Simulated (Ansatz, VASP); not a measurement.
## Cross-check of Pt (Pt(111)) between VASP and Ansatz

Wanted: the spread between two codes on one cell, functional and k mesh. Of the first pair: The structure shown is the start of the Ansatz relaxation below; VASP solves that cell, so the two are compared at the walk's first step.

Method: plane waves, with VASP 6.6.1 beside it; PBE, in Ansatz 0.2.0.

## 1. Set-up

The cell holds 4 atoms: 4 Pt. Cell: a = 2.772 Å, b = 2.772 Å, c = 24.790 Å, α = 90.0°, β = 90.0°, γ = 60.0°. Vacuum lies along c.

## 2. Ansatz: relaxation, PBE

Ansatz runs on its default PAW (the set named soft_2) files.

The two programs are compared at the cell with which this relaxation starts, whose forces are those of its first step.

File input.yaml:

```yaml
crystal:
  lattice:
    - [2.7718585823, 0.0, 0.0]
    - [1.3859292911, 2.4004999479, 0.0]
    - [0.0, 0.0, 24.7896391657]
  atoms:
    - { symbol: Pt, position: [0.0, 0.0, 0.3630549013] }
    - { symbol: Pt, position: [0.3333333333, 0.3333333333, 0.4543516338] }
    - { symbol: Pt, position: [0.6666666667, 0.6666666667, 0.5456483662] }
    - { symbol: Pt, position: [0.0, 0.0, 0.6369450987] }
kpoints:
  mp_grid: { grid: [12, 12, 1] }
hamiltonian:
  xc: pbe
scf:
  occupations: { method: fermi_dirac, width: 0.1 }
  convergence: { dr2_threshold: 1.0e-08 }
efield:
  axis: 3
  dipole_correction: true
  ramp_position: 0.97
  ramp_width: 0.06
relax:
  f_tol: 0.02
  max_steps: 60
  constraints: [{ sites: [0, 1] }]
output:
  write_potential: true
  write_density: true
  volumetric_format: npy
```

Launch:

```console
$ ansatz run input.yaml --threads 4 --pin off --max-ram 6144MiB --backend cpu --events-out ev --progress --plain --runs-dir out
```

Numbers of over 12 decimals in the logs are rounded to 6 here.

The log of the run:

```text
Engine: ansatz 0.2.0, x86_64-unknown-linux-gnu
Pseudopotentials: kind: paw
Pseudopotential: Pt, paw, valence charge 18, recommended cutoff 420 eV (normal), Pt.paw.azcp
Functional definition: PBE
  parameter kappa = 0.804
  parameter beta = 0.066725
  exchange = pbe_x(kappa = kappa, mu = beta*pi^2/3)
  correlation = pbe_c(beta = beta)
Crystal: 4 atoms, lattice volume = 164.946 Å³
Basis set: ecut = 420 eV, 3263 PW (Γ), exchange–correlation on 40×40×360 points (8 copies of the dense FFT grid, shifted against one another)
Bands: 44, of which v1, the nominal top of the filled ones, is band 36 counted from 1 (35 counted from 0)
Symmetry: 6 space group operations
k-points: 19 of 144 (time reversal used)
Non-local potential: Pt, projectors of the file, l = 0: 3, l = 1: 2, l = 2: 2, l = 3: 1
PAW form: soft (Blöchl's): semilocal exchange-correlation on the pseudo side does not see the compensation charge
PAW one-centre angular grid: Pt, 590 points (default); XC on 64 Gauss nodes
Initial density: superposition of atomic densities (neutral atoms: chi_scale 0, normalization atom), corrected by the library's trained network
Initial wavefunctions: pseudopotential atomic-orbital guess
Functional: x = pbe(κ = 0.804, μ = 0.219515), c = pbe(β = 0.066725)
SCF iter   1: F=—  HF=-50090.991717 eV  |F-HF|=—  |Δ(HF+E_count)|=         —  Δρ=5.75e-3  dr2=3.09e-1  ethr=1.77e-3  p=0.000 e·Å  D=2.45e-13 V/Å  ΔV_dip=-0.00 eV  dr2_dipole=3.81e-7  V_vac-E_F(+/−)=5.23/5.23 eV  ⟨swp⟩=8.8  Hψ=3876  notcnv=0  defer=3
efield: sawtooth ramp at fractional position 0.9700 (set: `efield.ramp_position`, or a place that a band, a saddle search or an elastic batch's reference lends), width 0.0600; the density the first Hamiltonian is built on has a dipole p = 0.000 e·Å; the dipole correction subtracts the counter field D = 2.45e-13 V/Å, which shifts the + side's vacuum level by -0.00 eV against the − side's; the planar-averaged density in the ramp window peaks in size at 7.4e-6 e/Å³
preconditioner: auto → LDOS  [metal: Δε(μ)=0.021 eV  Ē_g=7.789 eV  σ=0.100 eV  W_gap=0.05  n_scr=18 (ndim 8)  ℏωp=18.3 eV  f_vac=0.582  D(μ)=6.47/eV (n_scr^D=38)  β→1.0]
SCF iter   2: F=—  HF=-50090.990101 eV  |F-HF|=—  |Δ(HF+E_count)|=   1.62e-3  Δρ=3.29e-3  dr2=3.42e-2  ethr=4.29e-4  p=-0.000 e·Å  D=-9.35e-6 V/Å  ΔV_dip=0.00 eV  dr2_dipole=9.83e-8  V_vac-E_F(+/−)=5.71/5.71 eV  ⟨swp⟩=2.5  Hψ=1067  notcnv=0  defer=17
SCF iter   3: F=—  HF=-50090.987449 eV  |F-HF|=—  |Δ(HF+E_count)|=   2.65e-3  Δρ=1.41e-3  dr2=2.98e-2  ethr=4.75e-5  p=0.000 e·Å  D=7.75e-6 V/Å  ΔV_dip=-0.00 eV  dr2_dipole=2.72e-8  V_vac-E_F(+/−)=5.60/5.60 eV  ⟨swp⟩=2.6  Hψ=1528  notcnv=0  defer=17
SCF iter   4: F=—  HF=-50090.985225 eV  |F-HF|=—  |Δ(HF+E_count)|=   2.22e-3  Δρ=6.04e-4  dr2=1.66e-3  ethr=4.14e-5  p=-0.000 e·Å  D=-5.49e-7 V/Å  ΔV_dip=0.00 eV  dr2_dipole=9.84e-11  V_vac-E_F(+/−)=5.69/5.69 eV  ⟨swp⟩=2.1  Hψ=1183  notcnv=0  defer=17
SCF iter   5: F=—  HF=-50090.985132 eV  |F-HF|=—  |Δ(HF+E_count)|=   9.30e-5  Δρ=2.71e-4  dr2=8.45e-5  ethr=2.30e-6  p=-0.000 e·Å  D=-3.79e-7 V/Å  ΔV_dip=0.00 eV  dr2_dipole=9.16e-10  V_vac-E_F(+/−)=5.68/5.68 eV  ⟨swp⟩=2.7  Hψ=1289  notcnv=0  defer=17
SCF iter   6: F=—  HF=-50090.985170 eV  |F-HF|=—  |Δ(HF+E_count)|=   3.86e-5  Δρ=4.16e-5  dr2=6.88e-6  ethr=1.17e-7  p=-0.000 e·Å  D=-3.58e-7 V/Å  ΔV_dip=0.00 eV  dr2_dipole=3.87e-10  V_vac-E_F(+/−)=5.66/5.66 eV  ⟨swp⟩=2.3  Hψ=1268  notcnv=0  defer=17
SCF iter   7: F=—  HF=-50090.985173 eV  |F-HF|=—  |Δ(HF+E_count)|=   2.69e-6  Δρ=1.19e-5  dr2=1.40e-7  ethr=9.56e-9  p=-0.000 e·Å  D=-6.46e-8 V/Å  ΔV_dip=0.00 eV  dr2_dipole=8.82e-11  V_vac-E_F(+/−)=5.66/5.66 eV  ⟨swp⟩=2.1  Hψ=1242  notcnv=0  defer=15
SCF iter   8: F=-50090.985173 eV  HF=-50090.985173 eV  |F-HF|=5.50e-8  |Δ(HF+E_count)|=   2.84e-7  Δρ=3.95e-6  dr2=8.82e-9  ethr=1.39e-11  p=0.000 e·Å  D=2.49e-9 V/Å  ΔV_dip=-0.00 eV  dr2_dipole=1.15e-11  V_vac-E_F(+/−)=5.66/5.66 eV  ⟨swp⟩=8.6  Hψ=6852  notcnv=0
SCF 1 converged in 8 iterations: F = -50090.985173 eV  dr2 = 8.82e-9
  greatest PAW one-centre occupation: 1.000 electrons in one spin orbital (limit 2), on the Pt atom at site 2 (counted from 0), in its partial waves of l = 0
relax step   1: F+E_penalty+E_count = -50090.98517332 eV  Δ(F+E_penalty+E_count) = +0.000e0 eV  max|allowed force component| = 4.882e-1 eV/Å  Δτ_max = 0.0000 Å  (8 SCF iters, accepted)
[...]
relax step   3: F+E_penalty+E_count = -50091.00756550 eV  Δ(F+E_penalty+E_count) = -1.103e-2 eV  max|allowed force component| = 7.115e-2 eV/Å  Δτ_max = 0.0918 Å  (10 SCF iters, accepted)
[...]
relax step   4: F+E_penalty+E_count = -50091.00798290 eV  Δ(F+E_penalty+E_count) = -4.174e-4 eV  max|allowed force component| = 3.488e-4 eV/Å  Δτ_max = 0.0131 Å  (9 SCF iters, accepted)
NSCF: frozen V_eff on 19 k-points
the band table was solved once a step of the walk had ended and its energy, with any forces and stress, was formed, with the checks that follow a solve (4584 applications of the Hamiltonian). They found nothing against the state; the energy, forces and stress were not computed again (output.eigenvalues in the input reference)
SCF converged after 9 iterations
Free energy (F): -50091.007983 eV
Harris-Foulkes:  -50091.007983 eV  (|F-HF|=3.22e-9)
Internal energy: -50090.790083 eV  (E = F + TS)
E sigma→0 (E₀):  -50090.899033 eV
Entropy (-TS):   -0.217900 eV (-54.475 meV/atom)
Fermi energy:    4.900471 eV
Dipole field:    D = -0.001268 V/Å  (p = -0.001156 e·Å, saw-weighted, corrected)
Work function:   Φ+ = 5.7030 eV   Φ− = 5.6716 eV
Levels:          The Fermi level and band energies are counted from a zero that moves with the ramp; work functions are not
--- Per-component energies (eV) ---
  E_band       = -1818.910558
  E_kinetic    = 2546.761398
  E_local      = -123966.042189  (includes V_loc(G=0)·N_el)
  E_nonlocal   = 800.189995
  E_hartree    = 60581.100997
  E_xc         = -1044.614578
  E_vxc        = -1207.827318  (∫ρ·V_xc dr)
  E_paw        = -37816.082998  (= ΣΔE_a)
  E_vpaw       = -1154.195293  (= ΣTr[D̂ρ^β])
  E_aug_tail   = 0.000812  (compensation charges beyond the density's cutoff)
  E_efield     = 0.000001  (sawtooth field / dipole correction)
  E_vefield    = 0.003641  (∫n·V_field dr)
  E_ewald      = 48807.896479
  E_smearing   = -0.217900  (= −TS)
  E_closure    = 0.000000  (closes the sum)
  Σ components = -50091.007983   (vs F -50091.007983, Δ=0.00e0)
--- Forces (eV/Å), atoms counted from 1 ---
  atom   1  Pt    -0.00000000    -0.00000000    -0.48014114
  atom   2  Pt     0.00000000    -0.00000000     0.47992543
  atom   3  Pt    -0.00000000    -0.00000000     0.00034883
  atom   4  Pt     0.00000000     0.00000000    -0.00014207
  max |Σ_I F_I| component: 8.96e-6 eV/Å
--- Band table (eV; the first three rows and the last of 19) ---
  k-point 0: bands = [... 32 lower, 3.3721, 3.7295, 3.7295, 4.4538, 4.4538, 4.4677, 4.8736, 4.8736, ... 4 higher]
  k-point 1: bands = [... 32 lower, 3.2564, 3.5694, 3.7370, 3.8498, 4.2372, 4.4477, 4.8839, 5.4119, ... 4 higher]
  k-point 2: bands = [... 32 lower, 3.0456, 3.1540, 3.4980, 3.7132, 4.4250, 4.6025, 4.9064, 6.3631, ... 4 higher]
  k-point 18: bands = [... 32 lower, 4.2535, 4.5924, 4.6084, 4.6216, 9.8513, 9.8824, 9.8903, 10.6257, ... 4 higher]
--- Relaxed structure (4 steps of the walk, 4 accepted, 0 SCFs on fresh bases) ---
  F+E_penalty+E_count = -50091.00798290 eV   max|allowed force component| = 3.488e-4 eV/Å
  atoms:
    - { symbol: Pt, position: [0.0, 0.0, 0.363055] }
    - { symbol: Pt, position: [0.333333, 0.333333, 0.454352] }
    - { symbol: Pt, position: [0.666667, 0.666667, 0.547405] }
    - { symbol: Pt, position: [1.7860744024394273e-18, -8.930372012197117e-19, 0.641619] }
```

In the SCF lines HF is the Harris–Foulkes energy and dr2 the Hartree energy of the density residual, in eV; the loop may stop once dr2 is under the threshold and the program's other checks hold. Hψ counts applications of the Hamiltonian.

## 3. VASP: single point, PBE, start cell, pair 1

The same cell, functional, mesh and smearing now go to VASP, with its own data sets.

Lines of VASP's logs that name or quote its potential files are left out, and so is its time.

File INCAR:

```
SYSTEM = Pt
PREC = Accurate
ENCUT = 400
EDIFF = 1E-06
NELM = 120
ISMEAR = -1
SIGMA = 0.1
LREAL = .FALSE.
ALGO = Normal
GGA = PE
NBANDS = 26
LASPH = .TRUE.
LORBIT = 11
LWAVE = .FALSE.
LCHARG = .FALSE.
ISIF = 2
LDIPOL = .TRUE.
IDIPOL = 3
DIPOL = 0.5 0.5 0.5
LVHAR = .TRUE.
GGA_COMPAT = .FALSE.
NELMDL = -8
```

File POSCAR:

```
Pt
1.0
    2.7718585823      0.0000000000      0.0000000000
    1.3859292911      2.4004999479      0.0000000000
    0.0000000000      0.0000000000     24.7896391657
Pt
4
Direct
    0.0000000000      0.0000000000      0.3630549046
    0.3333333333      0.3333333333      0.4543516348
    0.6666666667      0.6666666667      0.5456483651
    0.0000000000      0.0000000000      0.6369450954
```

File KPOINTS:

```
Automatic mesh
0
Gamma
12 12 1
0 0 0
```

PAW data sets: Pt (PBE family, release 64).

Launch:

```console
$ mpirun -np 1 vasp_std
```

The log of the run:

```text
[banner, memory and clock lines left out]
running    1 mpi-ranks, on    1 nodes
 distrk:  each k-point on    1 cores,    1 groups
 distr:  one band on    1 cores,    1 groups

 POSCAR found type information on POSCAR Pt
 POSCAR found :  1 types and       4 ions
 LDA part: xc-table for (Slater+PW92), standard interpolation
 POSCAR, INCAR and KPOINTS ok, starting setup
 FFT: planning ... GRIDC
 FFT: planning ... GRID_SOFT
 FFT: planning ... GRID
 WAVECAR not read
 entering main loop
       N       E                     dE             d eps       ncg     rms          rms(c)
DAV:   1     0.238374754189E+03    0.23837E+03   -0.15744E+04   988   0.107E+03
DAV:   2    -0.109173792118E+02   -0.24929E+03   -0.23755E+03  1246   0.243E+02
DAV:   3    -0.244735247283E+02   -0.13556E+02   -0.12858E+02  1220   0.525E+01
DAV:   4    -0.248441599203E+02   -0.37064E+00   -0.36648E+00  1212   0.868E+00
DAV:   5    -0.248517481632E+02   -0.75882E-02   -0.75816E-02  1210   0.130E+00
DAV:   6    -0.248519913539E+02   -0.24319E-03   -0.24317E-03  1364   0.209E-01
DAV:   7    -0.248519969934E+02   -0.56396E-05   -0.56396E-05  1174   0.293E-02
DAV:   8    -0.248519972639E+02   -0.27047E-06   -0.27042E-06   996   0.572E-03    0.224E+01
DAV:   9    -0.238513493321E+02    0.10006E+01   -0.65484E+00  1150   0.168E+01    0.154E+01
DAV:  10    -0.299266881603E+02   -0.60753E+01   -0.44761E+01  1052   0.478E+01    0.219E+01
DAV:  11    -0.236049288194E+02    0.63218E+01   -0.13968E+01  1096   0.268E+01    0.537E+00
DAV:  12    -0.234926281586E+02    0.11230E+00   -0.57585E+00  1168   0.156E+01    0.497E+00
DAV:  13    -0.233340098522E+02    0.15862E+00   -0.71149E-01  1082   0.633E+00    0.105E+00
DAV:  14    -0.233325714721E+02    0.14384E-02   -0.39085E-02  1226   0.133E+00    0.695E-01
[...]
DAV:  18    -0.233309612298E+02    0.27498E-04   -0.15823E-04  1098   0.836E-02    0.148E-02
DAV:  19    -0.233309623495E+02   -0.11197E-05   -0.95593E-06  1066   0.239E-02    0.753E-03
DAV:  20    -0.233309715584E+02   -0.92089E-05   -0.28698E-06   804   0.822E-03    0.504E-03
DAV:  21    -0.233309772439E+02   -0.56855E-05   -0.72486E-07   684   0.520E-03    0.267E-03
DAV:  22    -0.233309878421E+02   -0.10598E-04   -0.10647E-06   710   0.318E-03    0.179E-03
DAV:  23    -0.233309908308E+02   -0.29887E-05   -0.15110E-07   744   0.140E-03    0.170E-03
DAV:  24    -0.233309933143E+02   -0.24834E-05   -0.26706E-07   676   0.272E-03    0.565E-04
DAV:  25    -0.233309940111E+02   -0.69680E-06   -0.44234E-08   648   0.918E-04
   1 F= -.23330994E+02 E0= -.23222661E+02  d E =-.216666E+00
```

(Continued in part 2 of 2.)

[Lines on the potential files, build, host, timing and source positions are cut from VASP's logs without a mark.]

[Logs are printed without paths, hosts, clocks, repeated set-up lines and the standing remarks that a program may print on its own settings, such as how far it seeks lower states.]

[Hosts, paths, dates, database ids (printed as entryN), source tags and the programs' standing remarks are cut or masked in the printed files.]
